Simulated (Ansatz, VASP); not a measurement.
**Two plane-wave programs on Ta4W**

File INCAR:

```
PREC = Accurate
ENCUT = 520
EDIFF = 1E-6
ISMEAR = 0
SIGMA = 0.1
LREAL = False
LASPH = True
NELM = 80
ALGO = Normal
ISIF = 2
LWAVE = False
LCHARG = True
GGA = PE
LELF = True
LVHAR = True
NBANDS = 37
```

File KPOINTS:

```
Automatic mesh
0
Gamma
  6 6 6
```

Contents of POSCAR:

```
Ta4W
1.0
    2.2850164900      1.3192548900      4.6642703900
   -2.2850164900      1.3192548900      4.6642703900
    0.0000000000     -2.6385097800      4.6642703900
Ta W
4 1
Direct
    0.9000000000      0.9000000000      0.9000000000
    0.1000000000      0.1000000000      0.1000000000
    0.7000000000      0.7000000000      0.7000000000
    0.3000000000      0.3000000000      0.3000000000
    0.5000000000      0.5000000000      0.5000000000
```

Input for Ansatz:

```yaml
crystal:
  lattice:
    - [2.28501649, 1.31925489, 4.66427039]
    - [-2.28501649, 1.31925489, 4.66427039]
    - [0.0, -2.63850978, 4.66427039]
  atoms:
    - { symbol: Ta, position: [0.9, 0.9, 0.9] }
    - { symbol: Ta, position: [0.1, 0.1, 0.1] }
    - { symbol: Ta, position: [0.7, 0.7, 0.7] }
    - { symbol: Ta, position: [0.3, 0.3, 0.3] }
    - { symbol: W, position: [0.5, 0.5, 0.5] }
basis:
  ecutwfc: 420
kpoints:
  mp_grid: { grid: [6, 6, 6] }
hamiltonian:
  xc: pbe
scf:
  occupations: { method: gaussian, width: 0.1 }
  lower_state_search: "off"
output:
  forces: true
  stress: true
  eigenvalues: true
```

Alike in both runs: task single point; functional PBE; k mesh 6 × 6 × 6; occupations gaussian, width 0.1 eV; no spin polarisation.

|  | VASP | Ansatz |
| --- | --- | --- |
| version | VASP 6.6.1 | Ansatz 0.2.0 |
| potentials or method | VASP PAW PBE potentials, release 64 (Ta_pv, W_sv) | scalar-relativistic, plane waves, PAW |
| plane-wave cutoff (eV) | 520 | 420 |
| valence electrons in the cell | 58 | 66 |

```tsv
	VASP	Ansatz	Ansatz less VASP
gap on the k mesh at the Fermi level (eV)	none	none	-
pressure (GPa)	12.4	12.2	-0.27
largest component of the traceless stress (GPa)	0.19	0.19	+0.002
rms of the force components (eV/Å)	0.287	0.290	+0.0029
```

Atom by atom the forces differ by 0.003 eV/Å (rms over components). A gap of «none» marks a metal or a gap that the smearing closes. The functional is the same, so the differences come from potentials, cutoffs and numerics. The two sets of potentials don't hold the same shells in valence.

Spin-orbit coupling is left out, which matters for the levels of Ta, W.
